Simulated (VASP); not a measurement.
Wanted: the native input for a VASP 6.6.1 run.

```
Task                   : single point
Functional             : LDA
Potentials or basis    : VASP PAW LDA potentials, release 64 (I, S, Tl_d)
Cutoff                 : 520 eV
k mesh                 : 4 × 4 × 4
Occupations            : gaussian, width 0.05 eV
Spin                   : no spin polarisation
Dipole correction      : no
Further INCAR settings : ALGO = Fast; EDIFF = 1e-07; NBANDS = 34
```

The structure of Tl3SI lies in POSCAR:

```
Tl3SI
1.0
    6.6179588732      0.0000000000      0.0000000000
    0.0000000000      6.6179588732      0.0000000000
    0.0000000000      0.0000000000      6.6179588732
I S Tl
1 1 3
Direct
    0.0000000000      0.0000000000      0.0000000000
    0.5000000000      0.5000000000      0.5000000000
    0.5000000000      0.5000000000      0.0000000000
    0.5000000000      0.0000000000      0.5000000000
    0.0000000000      0.5000000000      0.5000000000
```

The cell comes from a database or a generator and needn't be the stable form of this composition.

The input as run:

INCAR

```
PREC = Accurate
ENCUT = 520
EDIFF = 1E-7
ISMEAR = 0
SIGMA = 0.05
LREAL = False
LASPH = True
NELM = 100
ALGO = Fast
ISIF = 2
LWAVE = False
LCHARG = False
GGA = CA
NBANDS = 34
```

KPOINTS

```
Automatic mesh
0
Gamma
  4 4 4
```

Potentials or basis: VASP PAW LDA potentials, release 64 (I, S, Tl_d).

Launch:

```bash
$ cat potpaw_LDA.64/I/POTCAR potpaw_LDA.64/S/POTCAR potpaw_LDA.64/Tl_d/POTCAR > POTCAR
$ mpirun -np 1 vasp_std > vasp.out
```

Results of the run:

The pressure is -3.3 GPa and the band gap on the k mesh is 0.50 eV, indirect (least direct gap 0.55 eV).

Caveat: spin-orbit coupling is left out, which as a rule narrows the gap of such compounds by several tenths of an eV.

Run time: 55 s on 1 thread of Intel(R) Xeon(R) 6975P-C (Granite Rapids), on a shared host, peak memory 0.32 GiB.
